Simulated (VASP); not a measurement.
An input for Quantum ESPRESSO's pw.x (written as the equivalent of a VASP run, and not itself run):

```
&CONTROL
  calculation = 'scf'
  pseudo_dir = './pseudo'
  outdir = './out'
  tprnfor = .true.
  tstress = .false.
/
&SYSTEM
  ibrav = 0
  nat = 2
  ntyp = 2
  ecutwfc = 82.3
  occupations = 'smearing'
  smearing = 'methfessel-paxton'
  degauss = 0.00735
  input_dft = 'pbe0'
  nqx1 = 3
  nqx2 = 3
  nqx3 = 3
/
&ELECTRONS
  conv_thr = 7.3e-08
  electron_maxstep = 100
/
ATOMIC_SPECIES
  Sn 118.710 Sn.upf
  Te 127.600 Te.upf
CELL_PARAMETERS angstrom
     0.0000000    3.1858150    3.1858150
     3.1858150    0.0000000    3.1858150
     3.1858150    3.1858150    0.0000000
ATOMIC_POSITIONS crystal
  Sn   0.0109510  0.0045450 -0.0033620
  Te   0.4890490  0.4954550  0.5033620
K_POINTS automatic
  3 3 3 0 0 0
```

### Question
Translate this input to VASP (INCAR, KPOINTS, POSCAR, choice of POTCAR).

### Answer
One answer among several that fit: 
### INCAR
```
AEXX  =  0.25
ALGO  =  Normal
EDIFF  =  1E-6
ENCUT  =  300
GGA  =  PE
HFRCUT  =  -1
ISIF  =  2
ISMEAR  =  1
ISYM  =  3
LASPH  =  .TRUE.
LCHARG  =  .FALSE.
LHFCALC  =  .TRUE.
LMAXMIX  =  4
LREAL  =  .FALSE.
LWAVE  =  .FALSE.
NELM  =  100
PREC  =  Accurate
PRECFOCK  =  Fast
SIGMA  =  0.1
SYSTEM  =  SnTe
```

**POSCAR**
```
SnTe
1
    0.0000000000     3.1858150000     3.1858150000
    3.1858150000     0.0000000000     3.1858150000
    3.1858150000     3.1858150000     0.0000000000
Sn Te
1 1
Direct
  0.0109510000   0.0045450000  -0.0033620000
  0.4890490000   0.4954550000   0.5033620000
```

KPOINTS:
```
Automatic
0
gamma
  3 3 3
```

POTCAR, in this order: Sn_d Te (PBE.64 set). Program: vasp_std.

Limits of the translation: the potentials are each code's own (VASP's PAW set, PseudoDojo norm-conserving files in pw.x), so ENCUT and ecutwfc are chosen apart and not converted; conv_thr bounds pw.x's estimated SCF error, while EDIFF bounds the energy change between steps; the singularity of exact exchange is treated differently by default.

The structure comes from a computed database's SnTe entry; how it stands against other phases isn't given here. The cell was not relaxed at this level, atoms are displaced from their ideal sites. The k-mesh is coarse (spacing up to 0.57 per Å, 2π included), so the numbers may not be converged in it. The run is one of a series of settings (AEXX = 0.25, GGA = PE, HFRCUT = -1, ISYM = 3, LHFCALC = .TRUE., PRECFOCK = Fast, KPOINTS 3×3×3 Γ-centred mesh against the base run), some of them coarse on purpose.
